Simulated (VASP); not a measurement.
Here is the system:

```
CELL_PARAMETERS angstrom
      4.44355     0.00000     0.00000
     -2.22178     3.84823     0.00000
      0.00000     0.00000     7.25984
ATOMIC_POSITIONS crystal
  Cd 0.66667 0.33333 0.48386
  Cd 0.00000 0.00000 0.01500
  Te 0.00000 0.00000 0.62786
  Se 0.66667 0.33333 0.12129
```

All values below come from PBEsol GGA, VASP's PBE PAW potentials (set 64) (plane waves; VASP 6.6.1). Run with 400 eV cut-off, Gaussian smearing of 0.050 eV, potentials Cd Te Se.

Unless said otherwise, spin-orbit coupling is left out, though it shifts the bands of the heavy elements here.

Question: Give the energies of bands 13 to 21 at the high-symmetry points, in eV from the valence-band maximum.

Answer: 
```json
[
 {"band": "13", "Γ": "-4.68", "M": "-4.55", "K": "-4.19", "A": "-3.03", "L": "-4.64", "H": "-4.54"},
 {"band": "14", "Γ": "-1.19", "M": "-3.96", "K": "-4.10", "A": "-2.96", "L": "-4.45", "H": "-4.37"},
 {"band": "15", "Γ": "-1.19", "M": "-2.95", "K": "-3.34", "A": "-1.06", "L": "-1.95", "H": "-2.92"},
 {"band": "16", "Γ": "-0.33", "M": "-2.20", "K": "-2.29", "A": "-1.06", "L": "-1.80", "H": "-2.50"},
 {"band": "17", "Γ": "0.00", "M": "-1.63", "K": "-2.04", "A": "-0.17", "L": "-1.46", "H": "-1.56"},
 {"band": "18", "Γ": "0.00", "M": "-0.87", "K": "-1.93", "A": "-0.17", "L": "-1.22", "H": "-1.17"},
 {"band": "19", "Γ": "0.16", "M": "2.39", "K": "3.40", "A": "1.45", "L": "2.10", "H": "2.85"},
 {"band": "20", "Γ": "1.90", "M": "2.74", "K": "3.93", "A": "2.45", "L": "2.44", "H": "3.15"},
 {"band": "21", "Γ": "4.88", "M": "4.08", "K": "4.33", "A": "4.75", "L": "3.92", "H": "4.69"}
]
```

The gap is direct, 0.16 eV, from the valence maximum at Γ to the conduction minimum at Γ.

The structure comes from a computed database's Cd2TeSe entry (P3m1); how it stands against other phases isn't given here. It was relaxed first.
